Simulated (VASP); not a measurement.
Here is the system:

```xyz
2
Lattice="0.0000 2.2746 2.2746 2.2746 0.0000 2.2746 2.2746 2.2746 0.0000" Properties=species:S:1:pos:R:3 pbc="T T T"
Ga     0.0000     0.0000     0.0000
N      1.1373     1.1373     1.1373
```

All values below come from PBE GGA, VASP's PBE PAW potentials (set 64) (plane waves; VASP). Settings: 520 eV cut-off, 11×11×11 Γ-centred mesh, tetrahedra with Blöchl corrections, potentials Ga_d N.

Tabulate the total density of states (states/eV per cell) against energy (eV; zero at the valence-band maximum or, without a gap, the Fermi level).

(E (eV), DOS (states/eV)): (-9.93, 0.00); (-9.57, 0.00); (-9.21, 0.00); (-8.73, 0.00); (-8.37, 0.00); (-8.01, 0.00); (-7.65, 0.00); (-7.29, 0.00); (-6.93, 0.00); (-6.45, 0.35); (-6.09, 0.62); (-5.73, 2.82); (-5.37, 0.64); (-5.01, 0.41); (-4.53, 0.30); (-4.17, 0.22); (-3.81, 0.97); (-3.45, 0.89); (-3.09, 0.88); (-2.73, 1.22); (-2.25, 1.45); (-1.89, 1.37); (-1.53, 1.41); (-1.17, 1.50); (-0.81, 0.98); (-0.45, 0.60); (0.03, 0.01); (0.39, 0.00); (0.75, 0.00); (1.11, 0.00); (1.47, 0.00); (1.95, 0.00); (2.31, 0.02); (2.67, 0.04); (3.03, 0.05); (3.39, 0.09); (3.75, 0.21); (4.23, 0.42); (4.59, 0.79); (4.95, 0.86)
Within 2 eV below the valence-band maximum the largest weight inside VASP's projection spheres is N p, then Ga p.

The structure was generated: GaN was put into the zinc blende type (F-43m), which need not be its known phase. It was relaxed first, which changed the volume by +6 %.
